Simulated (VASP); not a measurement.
Input:

```xyz
1
Lattice="0.0000 1.9359 1.9359 1.9359 0.0000 1.9359 1.9359 1.9359 0.0000" Properties=species:S:1:pos:R:3 pbc="T T T"
Pd     0.0000     0.0000     0.0000
```

Computed with PBEsol GGA, VASP's PBE PAW potentials (set 64) (plane waves; VASP 6.6.1). Numerical set-up: 400 eV cut-off, 18×18×18 Γ-centred mesh, tetrahedra with Blöchl corrections, potentials Pd.

Task: What does the run give for the energy per atom (σ→0), band gap (on the k-mesh) with the smallest direct gap where there is one?

Result: 
```yaml
band gap (on the k-mesh): none (metal, semimetal or under 0.01 eV)
energy per atom (σ→0): -5.961 eV/atom
```

The absolute energy has meaning only against runs of the same code, potentials and settings.

The compound is Pd in the fcc structure. It was relaxed first.
